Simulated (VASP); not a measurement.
Input:

```
HgTe
1.0
    4.68756     0.00000     0.00000
   -2.34378     4.05955     0.00000
    0.00000     0.00000    14.00000
Hg Te
1 1
Cartesian
  2.34378   1.35318   7.00000
  0.00000   2.70637   7.00000
```

Method: PBE GGA, VASP's PBE PAW potentials (set 64) (plane waves; VASP). Numerical set-up: 300 eV cut-off, 6×6×1 Γ-centred mesh, Gaussian smearing of 0.27 eV, potentials Hg Te.

The cell holds a wide vacuum, so values per volume refer to the whole cell.

Problem. Give the energies of bands 2 to 12 at the high-symmetry points, in eV from the Fermi level.

Solution. 
```json
[
 {"band": "2", "Γ": "-7.20", "M": "-6.87", "K": "-6.81"},
 {"band": "3", "Γ": "-7.20", "M": "-6.75", "K": "-6.80"},
 {"band": "4", "Γ": "-6.39", "M": "-6.51", "K": "-6.51"},
 {"band": "5", "Γ": "-6.39", "M": "-6.40", "K": "-6.42"},
 {"band": "6", "Γ": "-6.11", "M": "-6.19", "K": "-6.03"},
 {"band": "7", "Γ": "-1.44", "M": "-4.76", "K": "-4.76"},
 {"band": "8", "Γ": "-0.51", "M": "-1.57", "K": "-2.72"},
 {"band": "9", "Γ": "0.00", "M": "-0.38", "K": "-0.21"},
 {"band": "10", "Γ": "0.00", "M": "2.03", "K": "3.48"},
 {"band": "11", "Γ": "4.52", "M": "3.51", "K": "4.00"},
 {"band": "12", "Γ": "4.98", "M": "6.44", "K": "6.15"}
]
```

It has no gap at this level: it comes out as a metal or semimetal.

The cell is a sheet with vacuum, built from a generated structure.
